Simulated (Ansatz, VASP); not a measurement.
# Cross-check of Be (Beryllium) between VASP and Ansatz, part 2 of 2

One calculation is typed for both programs; each brings its own data sets. How far apart do they land? The cell is taken from a series of runs on this material, whose earlier steps may have relaxed, scaled, displaced or heated it; both programs get it as it stands.

VASP 6.6.1 and Ansatz 0.2.0.

So far: Set-up; VASP: zone-centre phonons, LDA.

**3. Ansatz: zone-centre phonons, LDA**

Level of this step: Ansatz beside VASP: Kohn-Sham DFT, plane waves, LDA (Ansatz).

Ansatz runs on its PAW soft_1 files.

The same cell, functional (in two slightly different forms), mesh and smearing now go to Ansatz, which takes its cutoff from its data sets.

input.yaml reads:

```yaml
crystal:
  lattice:
    - [2.2510178651, 0.0, 0.0]
    - [-1.1255089325, 1.9494386555, 0.0]
    - [0.0, 0.0, 3.542583636]
  atoms:
    - { symbol: Be, position: [0.3333333333, 0.6666666667, 0.25] }
    - { symbol: Be, position: [0.6666666667, 0.3333333333, 0.75] }
kpoints:
  mp_grid: { grid: [24, 24, 12] }
hamiltonian:
  xc: lda
  pseudopotentials: { kind: paw, azcp: { folder: soft_1 }, xc_functional: pbe }
scf:
  occupations: { method: methfessel_paxton, width: 0.2 }
output:
  eigenvalues: true
phonons:
  method: dfpt
  qmesh: [6, 6, 4]
  temperatures: { t_max: 1000, t_step: 50 }
  qpath:
    path:
      - [[0.0, 0.0, 0.0], [0.5, 0.0, 0.0], [0.33333333, 0.33333333, 0.0], [0.0, 0.0, 0.0], [0.0, 0.0, 0.5], [0.5, 0.0, 0.5], [0.33333333, 0.33333333, 0.5], [0.0, 0.0, 0.5]]
      - [[0.5, 0.0, 0.5], [0.5, 0.0, 0.0]]
      - [[0.33333333, 0.33333333, 0.5], [0.33333333, 0.33333333, 0.0]]
    npoints: 10
```

Launch:

```console
> ansatz run input.yaml --threads 4 --pin off --max-ram 10240MiB --backend cpu --events-out ev --progress --plain --runs-dir out
```

Numbers of over 12 decimals in the logs are rounded to 6 here.

The log of the run:

```text
Engine: ansatz 0.2.0, aarch64-unknown-linux-gnu
Pseudopotentials: kind: paw
Pseudopotential: Be, paw, valence charge 2, recommended cutoff 420 eV (normal), soft_1/Be.paw.azcp
Functional definition: SPW92
  exchange = slater_x
  correlation = pw_c
Crystal: 2 atoms, lattice volume = 15.546 Å³
Basis set: ecut = 420 eV, 311 PW (Γ), exchange–correlation on 32×32×48 points (8 copies of the dense FFT grid, shifted against one another)
Bands: 6, of which v1, the nominal top of the filled ones, is band 2 counted from 1 (1 counted from 0)
Symmetry: 24 space group operations
k-points: 427 of 6912
Non-local potential: Be, projectors of the file, l = 0: 2, l = 1: 2, l = 2: 1
PAW form: soft (Blöchl's): semilocal exchange-correlation on the pseudo side does not see the compensation charge
PAW frozen core: Be, regenerated for the run's functional, and the local potential with it (the file was generated under x = pbe(κ = 0.804, μ = 0.219515), c = pbe(β = 0.066725))
PAW one-centre angular grid: Be, 110 points (default); XC on 64 Gauss nodes
Initial density: superposition of atomic densities (chi_scale 0.1, normalization cell)
Initial wavefunctions: pseudopotential atomic-orbital guess
Functional: x = slater, c = lda
SCF iter   1: F=—  HF=-176.462803 eV  |F-HF|=—  |Δ(HF+E_count)|=         —  Δρ=1.50e-2  dr2=2.55e-2  ethr=3.10e-3  ⟨swp⟩=4.7  Hψ=21081  notcnv=0
preconditioner: auto → none  [metal: Δε(μ)=0.035 eV  Ē_g=12.948 eV  σ=0.200 eV  W_gap=0.15  n_scr=2 (ndim 8)  ℏωp=18.8 eV  f_vac=0.000  D(μ)=0.21/eV (n_scr^D=0)  sad-step TF]
SCF iter   2: F=—  HF=-176.463229 eV  |F-HF|=—  |Δ(HF+E_count)|=   4.26e-4  S|Δr|=    0.00e0  Δρ=9.16e-3  dr2=9.89e-3  ethr=6.38e-4  ⟨swp⟩=1.0  Hψ=5978  notcnv=0
SCF iter   3: F=—  HF=-176.462417 eV  |F-HF|=—  |Δ(HF+E_count)|=   8.13e-4  S|Δr|=    0.00e0  Δρ=4.79e-4  dr2=2.95e-5  ethr=2.47e-4  ⟨swp⟩=1.0  Hψ=2562  notcnv=0
SCF iter   4: F=—  HF=-176.462409 eV  |F-HF|=—  |Δ(HF+E_count)|=   7.59e-6  S|Δr|=    0.00e0  Δρ=2.24e-5  dr2=5.77e-8  ethr=7.36e-7  ⟨swp⟩=1.0  Hψ=2565  notcnv=0
SCF iter   5: F=—  HF=-176.462409 eV  |F-HF|=—  |Δ(HF+E_count)|=   1.48e-7  S|Δr|=    0.00e0  Δρ=2.55e-6  dr2=5.52e-10  ethr=1.44e-9  ⟨swp⟩=2.3  Hψ=3349  notcnv=0
SCF iter   6: F=-176.462409 eV  HF=-176.462409 eV  |F-HF|=5.12e-13  |Δ(HF+E_count)|=  4.60e-11  S|Δr|=    0.00e0  Δρ=2.16e-7  dr2=5.16e-12  ethr=1.00e-12  ⟨swp⟩=4.7  Hψ=6948  notcnv=0
SCF 1 converged in 6 iterations: F = -176.462409 eV  dr2 = 5.16e-12
  greatest PAW one-centre occupation: 0.357 electrons in one spin orbital (limit 2), on the Be atom at site 1 (counted from 0), in its partial waves of l = 0
NSCF: frozen V_eff on 427 k-points
NSCF: frozen V_eff on 1099 k-points
DFPT response loops at q = (0, 0, 0) (fractional): preconditioner auto → Kerker (q_TF=auto, 2.176 Å⁻¹) (partly filled bands, converged f_vac=0.000); β = 1.00, the filter's whole step (`scf.mixing.beta` (0.50) is not read by the response loops under this deck's `scf.mixing.preconditioner`; to damp them name `kerker` or `kerker_dos`, under which they read `scf.mixing.beta`, and type it under 1.00, their step now; both keys bind the ground state too); Broyden in place of MSR1
NSCF: frozen V_eff on 3768 k-points
DFPT response loops at q = (0, 0, 0.25) (fractional): mixed as the last ones told, above
NSCF: frozen V_eff on 2198 k-points
DFPT response loops at q = (0, 0, -0.5) (fractional): mixed as the last ones told, above
NSCF: frozen V_eff on 4200 k-points
DFPT response loops at q = (0, 0.166667, 0) (fractional): mixed as the last ones told, above
NSCF: frozen V_eff on 7200 k-points
DFPT response loops at q = (0, 0.166667, 0.25) (fractional): mixed as the last ones told, above
NSCF: frozen V_eff on 4200 k-points
DFPT response loops at q = (0, 0.166667, -0.5) (fractional): mixed as the last ones told, above
NSCF: frozen V_eff on 4200 k-points
DFPT response loops at q = (0, 0.333333, 0) (fractional): mixed as the last ones told, above
NSCF: frozen V_eff on 7200 k-points
DFPT response loops at q = (0, 0.333333, 0.25) (fractional): mixed as the last ones told, above
NSCF: frozen V_eff on 4200 k-points
DFPT response loops at q = (0, 0.333333, -0.5) (fractional): mixed as the last ones told, above
NSCF: frozen V_eff on 2198 k-points
DFPT response loops at q = (0, -0.5, 0) (fractional): mixed as the last ones told, above
NSCF: frozen V_eff on 3768 k-points
DFPT response loops at q = (0, -0.5, 0.25) (fractional): mixed as the last ones told, above
NSCF: frozen V_eff on 2198 k-points
DFPT response loops at q = (0, -0.5, -0.5) (fractional): mixed as the last ones told, above
NSCF: frozen V_eff on 8064 k-points
DFPT response loops at q = (0.166667, 0.166667, 0) (fractional): mixed as the last ones told, above
NSCF: frozen V_eff on 13824 k-points
DFPT response loops at q = (0.166667, 0.166667, 0.25) (fractional): mixed as the last ones told, above
NSCF: frozen V_eff on 8064 k-points
DFPT response loops at q = (0.166667, 0.166667, -0.5) (fractional): mixed as the last ones told, above
NSCF: frozen V_eff on 8064 k-points
DFPT response loops at q = (0.166667, 0.333333, 0) (fractional): mixed as the last ones told, above
NSCF: frozen V_eff on 13824 k-points
DFPT response loops at q = (0.166667, 0.333333, 0.25) (fractional): mixed as the last ones told, above
[...]
E_xc         = -40.761135
  E_vxc        = -41.953506  (∫ρ·V_xc dr)
  E_paw        = -109.155099  (= ΣΔE_a)
  E_vpaw       = -3.374451  (= ΣTr[D̂ρ^β])
  E_aug_tail   = -0.000001  (compensation charges beyond the density's cutoff)
  E_ewald      = -83.962976
  E_core_change = 0.060574  (= ΣΔE_core)
  E_smearing   = -0.000470  (= −TS)
  E_closure    = -0.000000  (closes the sum)
  Σ components = -176.462409   (vs F -176.462409, Δ=0.00e0)
--- Band table (eV; the first three rows and the last of 427) ---
  k-point 0: bands = ["-3.2110", "3.5890", "9.3745", "24.0097", "24.0097", "26.8804"]
  k-point 1: bands = ["-3.1514", "3.2426", "9.8622", "24.0644", "24.0644", "26.8587"]
  k-point 2: bands = ["-2.9725", "2.4384", "11.0886", "24.2256", "24.2256", "26.7845"]
  k-point 426: bands = ["6.9117", "6.9117", "8.4375", "8.4375", "14.6017", "14.6017"]
--- Phonons (Γ-DFPT): 2 representative perturbations + reference (Σ response iterations 6) ---
  ASR residual: 3.090e-5 → 0.000e0 eV/Å²; symmetrization residual: 1.406e-11 eV/Å²
  ASR residual per site (eV/Å²): 3.09e-5 3.09e-5
  Γ frequencies (cm⁻¹): 0.00 0.00 0.00 467.34 467.34 686.97
--- Phonons (arbitrary-q DFPT): 21 irreducible q on the 6×6×4 mesh ---
  q = [0.0000, 0.0000, 0.0000] (star 1, of the zone-centre solve; hermiticity 1.80e-12, symmetrization 8.99e-13): -0.00 -0.00 0.00 467.34 467.34 686.97
  q = [0.0000, 0.0000, 0.2500] (star 2, 2 solved perturbations in 2616 linear systems a pass and spin channel, the states on 1884 of 6912 k-point pairs; hermiticity 1.32e-10, symmetrization 6.58e-11): 206.06 206.06 286.54 448.50 448.50 631.25
  q = [0.0000, 0.0000, -0.5000] (star 1, 2 solved perturbations in 1526 linear systems a pass and spin channel, the states on 1099 of 6912 k-point pairs; hermiticity 1.26e-10, symmetrization 7.26e-11): 362.72 362.72 362.72 362.72 499.08 499.08
  q = [0.0000, 0.1667, 0.0000] (star 6, 3 solved perturbations on 2100 of 6912 k-point pairs; hermiticity 3.74e-9, symmetrization 3.59e-11): 220.40 226.54 313.05 493.48 507.57 671.08
  q = [0.0000, 0.1667, 0.2500] (star 12, 3 solved perturbations on 3600 of 6912 k-point pairs; hermiticity 3.10e-9, symmetrization 2.08e-11): 269.84 284.41 415.50 464.45 464.80 656.49
  q = [0.0000, 0.1667, -0.5000] (star 6, 3 solved perturbations on 2100 of 6912 k-point pairs; hermiticity 6.13e-9, symmetrization 1.74e-10): 359.56 359.56 377.21 377.21 582.21 582.21
  q = [0.0000, 0.3333, 0.0000] (star 6, 3 solved perturbations on 2100 of 6912 k-point pairs; hermiticity 5.16e-9, symmetrization 7.49e-10): 353.76 364.07 526.63 546.16 554.72 616.92
  q = [0.0000, 0.3333, 0.2500] (star 12, 3 solved perturbations on 3600 of 6912 k-point pairs; hermiticity 1.12e-8, symmetrization 7.12e-11): 380.53 432.92 514.83 520.20 546.23 654.66
  q = [0.0000, 0.3333, -0.5000] (star 6, 3 solved perturbations on 2100 of 6912 k-point pairs; hermiticity 1.07e-8, symmetrization 1.03e-9): 444.94 444.94 471.73 471.73 631.39 631.39
  q = [0.0000, -0.5000, 0.0000] (star 3, 3 solved perturbations on 1099 of 6912 k-point pairs; hermiticity 5.43e-9, symmetrization 1.41e-8): 407.63 428.05 578.48 578.57 593.77 599.61
  q = [0.0000, -0.5000, 0.2500] (star 6, 3 solved perturbations on 1884 of 6912 k-point pairs; hermiticity 1.69e-8, symmetrization 2.50e-9): 434.49 484.89 552.75 562.02 605.92 629.62
  q = [0.0000, -0.5000, -0.5000] (star 3, 3 solved perturbations on 1099 of 6912 k-point pairs; hermiticity 2.72e-8, symmetrization 3.47e-9): 494.86 494.86 518.66 518.66 647.39 647.39
  q = [0.1667, 0.1667, 0.0000] (star 6, 2 solved perturbations in 6132 linear systems a pass and spin channel, the states on 4032 of 6912 k-point pairs; hermiticity 9.29e-10, symmetrization 3.12e-12): 309.30 329.54 461.07 545.48 568.99 634.87
  q = [0.1667, 0.1667, 0.2500] (star 12, 2 solved perturbations in 10512 linear systems a pass and spin channel, the states on 6912 of 6912 k-point pairs; hermiticity 4.68e-9, symmetrization 3.90e-12): 355.28 392.46 493.50 501.24 541.39 668.19
  q = [0.1667, 0.1667, -0.5000] (star 6, 2 solved perturbations in 6132 linear systems a pass and spin channel, the states on 4032 of 6912 k-point pairs; hermiticity 8.34e-9, symmetrization 3.30e-10): 407.82 407.82 475.19 475.19 622.45 622.45
  q = [0.1667, 0.3333, 0.0000] (star 12, 3 solved perturbations on 4032 of 6912 k-point pairs; hermiticity 7.39e-9, symmetrization 1.71e-15): 419.02 425.71 512.60 576.69 589.73 623.69
  q = [0.1667, 0.3333, 0.2500] (star 24, 3 solved perturbations on 6912 of 6912 k-point pairs: no pair is spared here; hermiticity 6.29e-9, symmetrization 3.24e-16): 428.45 463.58 529.06 570.83 610.57 644.31
  q = [0.1667, 0.3333, -0.5000] (star 12, 3 solved perturbations on 4032 of 6912 k-point pairs; hermiticity 5.99e-9, symmetrization 2.69e-9): 440.79 440.79 558.20 558.20 649.75 649.75
  q = [0.3333, 0.3333, 0.0000] (star 2, 2 solved perturbations in 2863 linear systems a pass and spin channel, the states on 2100 of 6912 k-point pairs; hermiticity 6.09e-9, symmetrization 4.36e-9): 496.26 496.26 504.17 504.17 543.65 645.25
  q = [0.3333, 0.3333, 0.2500] (star 4, 2 solved perturbations in 4908 linear systems a pass and spin channel, the states on 3600 of 6912 k-point pairs; hermiticity 7.07e-9, symmetrization 4.88e-9): 448.70 448.70 551.47 595.39 595.39 621.22
  q = [0.3333, 0.3333, -0.5000] (star 2, 2 solved perturbations in 2863 linear systems a pass and spin channel, the states on 2100 of 6912 k-point pairs; hermiticity 1.58e-8, symmetrization 7.89e-9): 425.85 425.85 588.60 588.60 646.92 646.92
  sum rule: each row above includes the acoustic sum rule's correction from the zone centre's row sums; it moved no ω² by more than (0.97 cm⁻¹)²
  mesh force constants: q→R imaginary residual 3.71e-19; ASR residual 3.090e-5 → 0.000e0 eV/Å²; symmetrization residual 1.066e-14 eV/Å²
  interpolated dispersion: 93 rows × 6 modes
  density of states and harmonic sums: on the 36×36×20 q-mesh, interpolated from the force constants of a 6×6×4 supercell (no non-analytic term)
  largest difference from the sums on the solved wave vectors: F 3.86e-3 eV, S 5.65e-6 and C_V 1.79e-6 eV/K
  zero-point energy: 0.186756 eV/cell   skipped modes (ω ≤ 0): 3   left out of the sums: 1.93e-5 of the cell's modes: C_V's classical limit lies that fraction below 3 k_B per atom; for a crystal, a wire or a layer, F and S can be off by more, and a phonons.interpolated_qmesh denser along its periods is the remedy for the sampling
[key lines of the parts left out:]
SCF converged after 6 iterations
Free energy (F): -176.462409 eV
Fermi energy:    8.048473 eV
```

The column dr2 measures how far the density is from self-consistency, as an energy; F and HF (Harris–Foulkes) agree once it is small.

**4. Side by side**

Known differences besides the potentials themselves: the two LDA forms differ slightly; VASP's run holds the zone centre alone; the cutoff is 420 eV in Ansatz and 600 eV in VASP; VASP's log shows a relativistic correction to its local exchange, Ansatz's none. Total energies have different zeros and are not compared.

The two programs side by side:

```
                  quantity  Ansatz   VASP  difference
optical mode 1 to 2 (cm⁻¹)   467.3  467.5     -0.03 %
     optical mode 3 (cm⁻¹)   687.0  690.4     -0.49 %
```

Modes are paired by rising frequency, not by their patterns, so a pair may set unlike modes beside each other; they are those without the splitting of longitudinal modes.

**5. Outcome**

```
r.m.s. difference of the optical zone-centre modes, each program's sorted by frequency (zone-centre phonons, LDA) : 2.0 cm⁻¹
```

**Reading.** The r.m.s. difference of the optical zone-centre modes, each program's sorted by frequency is 2.0 cm⁻¹ (zone-centre phonons, LDA). How closely two codes agree says nothing of how well the functional describes the real material.

[Lines on the potential files, build, host, timing and source positions are cut from VASP's logs without a mark.]

[Logs are printed without paths, hosts, clocks, repeated set-up lines and the standing remarks that a program may print on its own settings, such as how far it seeks lower states.]

[Hosts, paths, dates, database ids (printed as entryN), source tags and the programs' standing remarks are cut or masked in the printed files.]
